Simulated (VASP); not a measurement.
Calculation: PBEsol GGA, VASP's PBE PAW potentials (set 64) (plane waves; VASP).

A VASP calculation is set up with these files.

### POSCAR
```
Li
1
    0.0000000000     2.1601998960     2.1601998960
    2.1601998960    -0.0000000000     2.1601998960
    2.1601998960     2.1601998960    -0.0000000000
Li
1
Direct
  0.0000000000   1.0000000000   0.0000000000
```

File KPOINTS:
```
Automatic mesh
0
Gamma
13 13 13
0 0 0
```

### INCAR
```
SYSTEM = Li
PREC = Accurate
ENCUT = 520
EDIFF = 1E-6
NELM = 100
ALGO = Normal
LREAL = .FALSE.
LASPH = .TRUE.
ISMEAR = 1
SIGMA = 0.1
GGA = PS
LWAVE = .FALSE.
LCHARG = .FALSE.
IBRION = 2
ISIF = 3
NSW = 60
EDIFFG = -0.01
```

POTCAR, in this order: Li_sv (PBE.64 set). Program: vasp_std.

Task: Predict the energy per atom (σ→0), band gap (on the k-mesh).

Result: 
- energy per atom (σ→0): -1.963 eV/atom
- band gap (on the k-mesh): none (metal, semimetal or under 0.01 eV)

### OSZICAR
```
...
DAV:   3    -0.196357655380E+01   -0.10906E+00   -0.10871E+00  1100   0.890E+00
DAV:   4    -0.196587357499E+01   -0.22970E-02   -0.22945E-02  1040   0.127E+00
DAV:   5    -0.196590439433E+01   -0.30819E-04   -0.30819E-04  1080   0.123E-01    0.338E-01
DAV:   6    -0.196418988759E+01    0.17145E-02   -0.60297E-04  1225   0.176E-01    0.190E-01
DAV:   7    -0.196348307986E+01    0.70681E-03   -0.16294E-03  1165   0.302E-01    0.310E-02
DAV:   8    -0.196350955137E+01   -0.26472E-04   -0.30037E-04   965   0.143E-01    0.387E-03
DAV:   9    -0.196350889586E+01    0.65552E-06   -0.27065E-06  1095   0.198E-02
   1 F= -.19635089E+01 E0= -.19633572E+01  d E =-.196351E+01
```

The structure was generated: Li was put into the fcc type (Fm-3m), which need not be its known phase. It was relaxed first, which changed the volume by -5 %. The start is the result of an earlier pass.
